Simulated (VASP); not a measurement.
Mo:

```
Mo
1.0
    -1.57342    1.57342    1.57342
     1.57342   -1.57342    1.57342
     1.57342    1.57342   -1.57342
Mo
1
Direct
  0.00000 0.00000 0.00000
```

```yaml
Program: VASP 6.6.1
Task: relaxation of cell and atoms
Functional: PBE
Potentials_or_basis: VASP PAW PBE potentials, release 64 (Mo_sv)
Cutoff: 520 eV
k_mesh: 26 × 26 × 26
Occupations: gaussian, width 0.1 eV
Spin: no spin polarisation
```

At the start: pressure 4.1 GPa; volume 15.58 Å³/atom.

Question: How do energy, volume and symmetry change on relaxing?

Answer: Over 8 steps the energy falls by 3.0 meV/atom and the volume is 15.82 Å³/atom (+1.5 %); space group Im-3m (No. 229, to 0.05 Å).

Step by step:
| step | energy change (eV) | largest force (eV/Å) | pressure (GPa) | volume (Å³) |
| --- | --- | --- | --- | --- |
| 1 | 0.0000 | 0.0000 | 4.11 | 15.58 |
| 2 | 0.0188 | 0.0000 | -9.96 | 16.50 |
| 3 | -0.0030 | 0.0000 | -0.06 | 15.82 |
| 4 | -0.0030 | 0.0000 | 0.02 | 15.82 |
| 5 | -0.0030 | 0.0000 | 0.02 | 15.82 |
| 6 | -0.0030 | 0.0000 | 0.02 | 15.82 |
| 7 | -0.0030 | 0.0000 | 0.02 | 15.82 |
| 8 | -0.0030 | 0.0000 | 0.02 | 15.82 |

Final structure:
```xyz
1
Lattice="-1.5814 1.5814 1.5814 1.5814 -1.5814 1.5814 1.5814 1.5814 -1.5814" Properties=species:S:1:pos:R:3 pbc="T T T"
Mo    0.0000    0.0000    0.0000
```
